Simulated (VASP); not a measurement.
Tl: stress against strain

Tl (hcp, P6_3/mmc, 31.353 Å³/atom and stress up to 0.09 GPa in the relaxed cell, c along z) under an equal strain ε along x and y, with z held. PBE in VASP (plane waves, PAW), 480 eV, 18×18×8 Γ-centred mesh, Methfessel-Paxton smearing 0.10 eV; ions are relaxed, or left where forces stay under 0.02 eV/Å, within the symmetry of each cell. Against the start cell, which lies near the measured one, the relaxed cell differs by 9.6 % in volume and 2.2 % in c; the values below rest on it. Stress is positive for a compressed cell.

Here s stands for strain and y for stress xx.

| strain (%) | stress xx (GPa) |
|---|---|
| -3.00 | ? |
| -1.50 | 0.95 |
| -1.00 | 0.63 |
| -0.50 | 0.35 |
| 0.00 | 0.08 |
| 0.50 | -0.19 |
| 1.00 | -0.44 |
| 1.50 | -0.70 |

Question: Using a straight line, estimate the missing y at s = -3.00 from the other rows, showing the fit.

Answer: Means: s 0, y 0.097. About the means, the sum of products is -3.8150 and the sum of squares of s is 7.0000; the slope is their ratio. Least squares gives y = 0.097 - 0.5450·s. Residuals (row less fit): 0.035, -0.012, -0.020, -0.017, -0.014, 0.008, 0.021; standard error 0.024 (degrees of freedom: 5). The slope gives the elastic constants C11 + C12 = about 55 GPa. At the withheld row, y = 0.097 - 0.5450 × (-3.0) = 1.732 GPa. The calculation gives 2.01 GPa, 0.278 GPa above the prediction (10.3 % of the range of y in the table). The row lies outside the fitted rows, so this is an extrapolation. From the scatter of the fitted rows alone, a prediction at this place has a standard error of 0.037 GPa, so the miss is 7.5 times that.

A polynomial of degree 2 through the 12 other runs of the series gives 1.99 there, so most of the miss is curvature that the fit leaves out. In a metal these values are sensitive to mesh and smearing; energies are taken to zero smearing, stresses follow the free energy. Spin-orbit coupling is left out, which can shift these values for the heavy elements here. Rows are the converged runs of the series near zero and its far end, less any whose ions stayed unrelaxed beside relaxed ones; series whose fitted rows scatter by over a few per cent of the range, as at a crossing or softening among them, aren't shown in this form. Most that stay on the fit to the last digits aren't either.
